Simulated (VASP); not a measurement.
# CoC23 (a cell with a defect) in VASP: further runs, part 2 of 2

VASP 6.6.1. The steps go on from the part before.

**5. Relaxation of the atoms, PBEsol+U, collinear spin, ferromagnetic start (atoms moved at random, drawn with an rms of 0.05 Å)**

INCAR reads:

```
PREC = Accurate ; ENCUT = 450
EDIFF = 1E-5 ; ISMEAR = 0
SIGMA = 0.03 ; LREAL = Auto
LASPH = T ; NELM = 120
ALGO = Normal ; ISIF = 2
LWAVE = F ; LCHARG = F
ISPIN = 2 ; MAGMOM = 3 0 0 0 0 0 0 0 0 0 0 0 0 0 0 0 0 0 0 0 0 0 0 0
LORBIT = 11 ; NUPDOWN = 3
LMAXMIX = 4 ; LDAU = T
LDAUTYPE = 2 ; LDAUL = 2 -1
LDAUU = 4 0 ; LDAUJ = 0 0
LDAUPRINT = 1 ; GGA = PS
IBRION = 2 ; NSW = 60
EDIFFG = -0.03 ; ISYM = 0
KPAR = 4
```

KPOINTS reads:

```
Automatic mesh
0
Gamma
  3 4 4
```

POSCAR reads:

```
CoC23
1.0
    0.0000000000      5.3503200000      5.3503200000
    3.5668800000      0.0000000000      3.5668800000
    3.5668800000      3.5668800000      0.0000000000
Co C
1 23
Direct
   -0.0017600000      0.0111080000     -0.0074660000
   -0.0025850000      0.0016260000      0.5098920000
    0.0005410000      0.4876590000     -0.0059410000
   -0.0002570000      0.5013190000      0.5018890000
    0.3339000000      0.0052090000      0.0009910000
    0.3355680000     -0.0070530000      0.4932780000
    0.3341620000      0.4996830000     -0.0034840000
    0.3313730000      0.5103960000      0.4859770000
    0.6615030000      0.0002540000      0.0008470000
    0.6765430000     -0.0188430000      0.4880910000
    0.6600180000      0.5038060000     -0.0042940000
    0.6725730000      0.4970630000      0.4812160000
    0.0943230000      0.1131940000      0.1331490000
    0.0925650000      0.1209910000      0.6212720000
    0.0860180000      0.6252870000      0.1143960000
    0.0857540000      0.6260620000      0.6239350000
    0.4224570000      0.1258670000      0.1173250000
    0.4106110000      0.1220220000      0.6264610000
    0.4176940000      0.6325880000      0.1220560000
    0.4097510000      0.6384380000      0.6245000000
    0.7494680000      0.1164670000      0.1309950000
    0.7472340000      0.1314220000      0.6167880000
    0.7468050000      0.6172310000      0.1288780000
    0.7514580000      0.6258290000      0.6203670000
```

The run is started by

```
cat potpaw_PBE.64/Co/POTCAR potpaw_PBE.64/C/POTCAR > POTCAR
mpirun -np 4 vasp_std > vasp.out
```

Wall time 45 min (4 MPI ranks of Intel Xeon Platinum 8488C (Sapphire Rapids), shared host); peak memory 0.47 GiB.

The run converged. Its results:

| Property | Result |
| --- | --- |
| Free energy | -217.8911 eV |
| Energy gained by relaxing | 204.1 meV/atom |
| Ionic steps | 20 |
| Largest force after relaxing | 0.029 eV/Å |
| Net moment | 3.00 μB per cell |
| Site moments | Co +2.00; C +0.00, +0.02, +0.01, -0.00, +0.07, +0.09, +0.04, +0.17 μB |
| Valence electrons inside the program's atomic spheres | Co 9.49; C 2.59, 2.58, 2.63, 2.62, 2.66, 2.64, 2.65, 2.57, 2.69, 2.56, 2.55 |

Forces in eV/Å, atoms in the order of the input:
```
Co   0.001 -0.002 -0.005
C    0.006 -0.016  0.005
C    0.005  0.002 -0.005
C   -0.002 -0.004  0.004
C   -0.021  0.011  0.016
C   -0.001  0.013  0.011
C   -0.003  0.026  0.014
C    0.000  0.000  0.004
C   -0.004  0.001  0.021
C    0.015  0.002  0.008
C    0.005  0.002  0.005
C   -0.001 -0.002 -0.001
C   -0.002 -0.002  0.001
C    0.004  0.008 -0.004
C    0.008 -0.013 -0.019
C    0.002  0.001 -0.001
C    0.005  0.014 -0.007
C   -0.016 -0.011 -0.005
C    0.007 -0.020 -0.001
C    0.010 -0.003 -0.011
C   -0.015  0.006 -0.009
C    0.000 -0.004 -0.013
C   -0.003  0.004  0.003
C    0.002 -0.012 -0.014
```

The path:
| step | energy change (eV) | largest force (eV/Å) | pressure (GPa) |
| --- | --- | --- | --- |
| 1 | 0.0000 | 13.2726 | 32.73 |
| 2 | 6.6146 | 10.9209 | 35.05 |
| 3 | -4.5010 | 1.8802 | 23.11 |
| 4 | -4.4587 | 2.7193 | 24.00 |
| 5 | -4.7670 | 1.0002 | 22.98 |
| 6 | -4.8429 | 0.5650 | 22.97 |
| 7 | -4.8470 | 0.4380 | 22.88 |
| 8 | -4.8735 | 0.4412 | 22.76 |
| 9 | -4.8744 | 0.3269 | 22.72 |
| 10 | -4.8882 | 0.2326 | 22.75 |
| 11 | -4.8882 | 0.2514 | 22.76 |
| 12 | -4.8945 | 0.1415 | 22.76 |
| 13 | -4.8945 | 0.1296 | 22.80 |
| 14 | -4.8967 | 0.0911 | 22.77 |
| 15 | -4.8968 | 0.0837 | 22.80 |
| 16 | -4.8976 | 0.0534 | 22.80 |
| 17 | -4.8976 | 0.0523 | 22.74 |
| 18 | -4.8981 | 0.0325 | 22.70 |
| 19 | -4.8982 | 0.0393 | 22.84 |
| 20 | -4.8983 | 0.0294 | 22.72 |

Final structure:
```xyz
24
Lattice="0.0000 5.3503 5.3503 3.5669 0.0000 3.5669 3.5669 3.5669 0.0000" Properties=species:S:1:pos:R:3 pbc="T T T"
Co    0.0109    5.3057    5.2964
C     5.3310    1.7786    3.5771
C     5.3308    3.5607    1.7868
C     3.5442    1.7852    1.7916
C     3.5725    5.3444    1.7888
C     5.3038    3.5637    5.3783
C     5.2992    5.3722    3.5695
C     3.5571    3.5585    3.5691
C     7.1116    7.1199    7.1335
C     1.8031    5.3302    3.5458
C     5.3753    7.0928    5.3421
C     3.5492    5.3458    5.3588
C     0.9611    0.9841    0.9958
C     2.5414    2.6026    1.0092
C     2.5309    1.0098    2.6021
C     4.4395    2.6735    2.6840
C     0.8245    2.6929    2.7008
C     2.6868    4.4521    2.6574
C     2.6876    2.6443    4.4620
C     4.4331    4.4560    4.4649
C     1.0464    4.2992    4.3195
C     2.6612    6.2359    4.4708
C     2.6634    4.4555    6.2483
C     4.4481    6.2284    6.2429
```

Eigenvalues of the final occupation matrices:
```csv
site,spin,trace,eigenvalues
site 1 d,1,4.80,0.92 0.94 0.96 0.97 1.00
site 1 d,2,3.08,0.08 0.64 0.70 0.72 0.95
```

Caveat: the k mesh is coarse (spacing up to 0.38 Å⁻¹), so the values aren't converged; the cutoff is under 1.25 times the usual one of these potentials, so pressure, stress and relaxed cells hold a basis-set (Pulay) error; the electronic state changed during the relaxation; the PAW data sets were made with another functional, which shifts forces and pressure a little; the total moment is fixed, so each spin has its own Fermi level; the U is typed as a test and isn't derived for this compound.

**6. Overview**

| task | U | fixed moment (μB) | cell | k mesh | mesh quality | moment (μB) | largest force (eV/Å) |
| --- | --- | --- | --- | --- | --- | --- | --- |
| single point | Co d U = 6 eV | 1 | as given | 3 × 4 × 4 | coarse | 1.00 | 0.21 |
| single point | Co d U = 4 eV | 1 | as given | 3 × 5 × 5 | not flagged | 1.00 | 0.15 |
| single point | Co d U = 4 eV | 5 | as given | 3 × 4 × 4 | coarse | 5.00 | 2.47 |
| relaxation of the atoms | Co d U = 4 eV | 3 | atoms relaxed from: atoms moved at random, drawn with an rms of 0.05 Å | 3 × 4 × 4 | coarse | 3.00 | 0.03 |

Alike in all rows: level PBEsol+U; potentials or basis VASP PAW PBE potentials, release 64 (Co, C); spin collinear, ferromagnetic start; cutoff (eV) 450; smearing gaussian 0.03 eV.

Caveats: some runs use coarse meshes; the cutoff is under 1.25 times the usual one of these potentials, so pressure, stress and relaxed cells hold a basis-set (Pulay) error; the PAW data sets were made with another functional, which shifts forces and pressure a little; the total moment is fixed, so each spin has its own Fermi level; the U is typed as a test and isn't derived for this compound; a pressure of tens of GPa on the cell as given is suspect, and the run, the potentials or the cell itself is likely at fault (some runs); the electronic state changed during the relaxation (some runs).

Absolute energies hang on the potentials; compare differences alone.
